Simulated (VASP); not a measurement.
Data:

```yaml
crystal:
  lattice:
    - [0.00000, 2.69500, 2.69500]
    - [2.69500, 0.00000, 2.69500]
    - [2.69500, 2.69500, 0.00000]
  atoms:
    - { symbol: Cd, position: [0.00000, 0.00000, 0.00000] }
    - { symbol: F, position: [0.25000, 0.25000, 0.25000] }
    - { symbol: F, position: [0.75000, 0.75000, 0.75000] }
```

These are SCAN meta-GGA, VASP's PBE PAW potentials (set 64) (plane waves; VASP 6.6.1) values and carry that method's errors. Numerical set-up: 520 eV cut-off, 7×7×7 Γ-centred mesh, Gaussian smearing of 0.050 eV, potentials Cd F.

What does the run give for the energy per atom (σ→0)?

```json
{
  "energy per atom (σ→0)": "-14.903 eV/atom"
}
```

Only differences to runs with the same potentials and settings are physical.

The compound is CdF2 in the fluorite structure. The cell was not relaxed at this level.
